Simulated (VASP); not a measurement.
Output of a VASP run:

File OUTCAR:
```
 ion  position               nearest neighbor table
   1  0.125  0.125  0.125-   2 2.66   3 2.66   4 2.66   4 2.66   3 2.66   2 2.66
   2  0.625  0.125  0.125-   1 2.66   4 2.66   3 2.66   1 2.66   3 2.66   4 2.66
   3  0.125  0.625  0.125-   1 2.66   4 2.66   1 2.66   2 2.66   4 2.66   2 2.66
   4  0.125  0.125  0.625-   1 2.66   1 2.66   2 2.66   3 2.66   3 2.66   2 2.66
   5  0.750  0.750  0.750-
   6  0.500  0.500  0.500-
  LATTYP: Found a face centered cubic cell.
 ALAT       =     7.5270000000
 Subroutine PRICEL returns:
 Original cell was already a primitive cell.
 Subroutine GETGRP returns: Found 48 space group operations
The static configuration has the point symmetry T_d .
 The point group associated with its full space group is O_h .
The dynamic configuration has the point symmetry T_d .
 Subroutine INISYM returns: Found 48 space group operations
 Subroutine IBZKPT returns following result:
 Found     10 irreducible k-points:

 Following reciprocal coordinates:
            Coordinates               Weight
  0.000000  0.000000  0.000000      1.000000
  0.200000  0.000000  0.000000      8.000000
  0.400000  0.000000  0.000000      8.000000
  0.200000  0.200000  0.000000      6.000000
  0.400000  0.200000  0.000000     24.000000
 -0.400000  0.200000  0.000000     24.000000
 -0.200000  0.200000  0.000000     12.000000
  0.400000  0.400000  0.000000      6.000000
 -0.400000  0.400000  0.000000     12.000000
 -0.400000  0.400000  0.200000     24.000000
   k-points           NKPTS =     10   k-points in BZ     NKDIM =     10   number of bands    NBANDS=     39
   number of dos      NEDOS =    301   number of ions     NIONS =      6
   total plane-waves  NPLWV =  27000
   dimension x,y,z NGX =    30 NGY =   30 NGZ =   30
   dimension x,y,z NGXF=    60 NGYF=   60 NGZF=   60
   ions per type =               4   2
   PREC   = accura    normal or accurate (medium, high low for compatibility)
   ISTART =      0    job   : 0-new  1-cont  2-samecut
   ICHARG =      2    charge: 1-file 2-atom 10-const
   ISPIN  =      1    spin polarized calculation?
   LNONCOLLINEAR =      F non collinear calculations
   LSORBIT =      F    spin-orbit coupling
   INIWAV =      1    electr: 0-lowe 1-rand  2-diag
   ENCUT  =  300.0 eV  22.05 Ry    4.70 a.u.   7.52  7.52  7.52*2*pi/ulx,y,z
   NELM   =    100;   NELMIN=  2; NELMDL= -5     # of ELM steps
   EDIFF  = 0.1E-05   stopping-criterion for ELM
   LREAL  =      F    real-space projection
   NLSPLINE    = F    spline interpolate recip. space projectors
   LMAXMIX     =    4 max onsite mixed and CHGCAR
   VOSKOWN=      0    Vosko Wilk Nusair interpolation
   EDIFFG = 0.1E-04   stopping-criterion for IOM
   NSW    =      0    number of steps for IOM
   NBLOCK =      1;   KBLOCK =      1    inner block; outer block
   IBRION =     -1    ionic relax: 0-MD 1-quasi-New 2-CG
   NFREE  =      0    steps in history (QN), initial steepest desc. (CG)
   ISIF   =      2    stress and relaxation
   ISYM   =      2    0-nonsym 1-usesym 2-fastsym
   TEIN   =    0.0    initial temperature
   TEBEG  =    0.0;   TEEND  =   0.0 temperature during run
   SMASS  =  -3.00    Nose mass-parameter (am)
   PSTRESS=    0.0 pullay stress
   NELECT =      66.0000    total number of electrons
   EFERMI =   0.00;   METHOD = LEGACY
   ISMEAR =    -1;   SIGMA  =   0.10  broadening in eV -4-tet -1-fermi 0-gaus
   IALGO  =     38    algorithm
   LDIAG  =      T    sub-space diagonalisation (order eigenvalues)
   IMIX   =      4    mixing-type and parameters
     AMIX     =   0.40;   BMIX     =  1.00
     AMIX_MAG =   1.60;   BMIX_MAG =  1.00
     AMIN     =   0.10
   GGA     = PE    functional components
   VOSKOWN =     0    Vosko Wilk Nusair interpolation
   LHFCALC =     F    Hartree Fock is set to
   LHFONE  =     F    Hartree Fock one center treatment
   AEXX    =    0.0000 exact exchange contribution
   IVDW    =     0    specifies the selected vdW correction
   LEPSILON=     F    determine dielectric tensor
   LRPA    =     F    only Hartree local field effects (RPA)
  energy-cutoff  :      300.00
...
```

File OSZICAR:
```
       N       E                     dE             d eps       ncg     rms          rms(c)
DAV:   1     0.768247650913E+03    0.76825E+03   -0.29053E+04   876   0.137E+03
DAV:   2     0.782416531918E+00   -0.76747E+03   -0.75253E+03   843   0.470E+02
DAV:   3    -0.403641067466E+02   -0.41147E+02   -0.39019E+02   979   0.122E+02
DAV:   4    -0.417089054099E+02   -0.13448E+01   -0.13162E+01   966   0.204E+01
DAV:   5    -0.417704516138E+02   -0.61546E-01   -0.61140E-01  1028   0.364E+00    0.252E+01
DAV:   6    -0.394405034675E+02    0.23299E+01   -0.10266E+01   938   0.168E+01    0.623E+00
DAV:   7    -0.393067614051E+02    0.13374E+00   -0.44587E-01   986   0.332E+00    0.234E+00
DAV:   8    -0.392695605454E+02    0.37201E-01   -0.68398E-02   908   0.137E+00    0.260E-01
DAV:   9    -0.392691226519E+02    0.43789E-03   -0.41925E-03   971   0.393E-01    0.120E-01
DAV:  10    -0.392691645505E+02   -0.41899E-04   -0.45976E-04   893   0.132E-01    0.448E-02
DAV:  11    -0.392691633517E+02    0.11989E-05   -0.34407E-05  1132   0.426E-02    0.761E-03
DAV:  12    -0.392691639704E+02   -0.61875E-06   -0.14696E-06   540   0.890E-03
   1 F= -.39269164E+02 E0= -.39149033E+02  d E =-.240262E+00
```

OUTCAR:
```
------------------------ aborting loop because EDIFF is reached ----------------------------------------
  FORCE on cell =-STRESS in cart. coord.  units (eV):
  Direction    XX          YY          ZZ          XY          YZ          ZX
  --------------------------------------------------------------------------------------
  Total       -2.5369651     -2.5369651     -2.5369651      0.0000000     -0.0000000      0.0000000
  in kB      -38.1258314    -38.1258314    -38.1258314      0.0000000     -0.0000000      0.0000000
  external PRESSURE =     -38.1258314 kB  Pullay stress =       0.0000000 kB
  volume of cell :      106.61
      direct lattice vectors                 reciprocal lattice vectors
     0.000000000  3.763500000  3.763500000    -0.132855055  0.132855055  0.132855055
     3.763500000  0.000000000  3.763500000     0.132855055 -0.132855055  0.132855055
     3.763500000  3.763500000  0.000000000     0.132855055  0.132855055 -0.132855055
 POSITION                                       TOTAL-FORCE (eV/Angst)
 -----------------------------------------------------------------------------------
      0.94088      0.94088      0.94088         0.000000     -0.000000      0.000000
      0.94088      2.82262      2.82262         0.000000     -0.000000      0.000000
      2.82262      0.94088      2.82262         0.000000     -0.000000      0.000000
      2.82262      2.82262      0.94088         0.000000     -0.000000      0.000000
      5.64525      5.64525      5.64525        -0.000000     -0.000000     -0.000000
      3.76350      3.76350      3.76350         0.000000      0.000000      0.000000
 -----------------------------------------------------------------------------------
    total drift:                                0.000000      0.000000      0.000000
  FREE ENERGIE OF THE ION-ELECTRON SYSTEM (eV)
  ---------------------------------------------------
  free  energy   TOTEN  =       -39.2691639704 eV

  energy  without entropy=      -39.0289020700  energy(sigma->0) =      -39.14903302
```
(Selected blocks of OUTCAR.)

**POSCAR**
```
NaTc2
1
    0.0000000000     3.7635000000     3.7635000000
    3.7635000000     0.0000000000     3.7635000000
    3.7635000000     3.7635000000     0.0000000000
Tc Na
4 2
Direct
  0.1250000000   0.1250000000   0.1250000000
  0.6250000000   0.1250000000   0.1250000000
  0.1250000000   0.6250000000   0.1250000000
  0.1250000000   0.1250000000   0.6250000000
  0.7500000000   0.7500000000   0.7500000000
  0.5000000000   0.5000000000   0.5000000000
```

Task: Write an INCAR and KPOINTS that could have produced this output.

Result: One answer among several that fit: the input of the run itself, PBE GGA, plane waves, VASP's PBE PAW potentials (set 64).

### KPOINTS
```
Regular mesh
0
Gamma
5 5 5
0 0 0
```

### INCAR
```
ISMEAR = -1   ! Fermi-Dirac
ALGO = Normal   ! blocked Davidson
ENCUT = 300
SYSTEM = NaTc2
GGA = PE   ! PBE
ISIF = 2   ! forces and stress, cell fixed
LWAVE = .FALSE.
LMAXMIX = 4
PREC = Accurate
LCHARG = .FALSE.
LASPH = .TRUE.   ! aspherical one-centre terms
LREAL = .FALSE.   ! projection in real space or not
SIGMA = 0.1   ! width (eV)
NELM = 100   ! most electronic steps
EDIFF = 1E-6   ! SCF stop (eV)
```

POTCAR, in this order: Tc_pv Na_pv (PBE.64 set). Program: vasp_std.

At this cut-off the stress carries a Pulay error, which pulls relaxed volumes low.

The structure was generated: NaTc2 was put into an ordered model structure, which need not be its known phase. The cell was not relaxed at this level, and its volume differs by -5.9 % from the start's.
